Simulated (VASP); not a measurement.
Data:

```yaml
crystal:
  lattice:
    - [0.00000, 3.01495, 3.01495]
    - [3.01495, 0.00000, 3.01495]
    - [3.01495, 3.01495, 0.00000]
  atoms:
    - { symbol: Rb, position: [0.50000, 0.50000, 0.50000] }
    - { symbol: H, position: [0.00000, 0.00000, 0.00000] }
```

Level of theory: HSE06 screened hybrid, VASP's PBE PAW potentials (set 64) (plane waves; VASP). Numerical set-up: 400 eV cut-off, 6×6×6 Γ-centred mesh, Gaussian smearing of 0.050 eV, potentials Rb_sv H.

**Question.** Estimate the energy per atom (σ→0), band gap (over mesh and band path) with the smallest direct gap where there is one.

**Answer.** 
| Property | Result |
|---|---|
| band gap (over mesh and band path) | 3.93 eV |
| smallest direct gap (over mesh and band path) | 3.93 eV |
| energy per atom (σ→0) | -2.646 eV/atom |

The absolute energy has meaning only against runs of the same code, potentials and settings.

The structure comes from a computed database's RbH entry (Fm-3m); how it stands against other phases isn't given here. It was relaxed first. The cell's shape comes from a PBE relaxation.
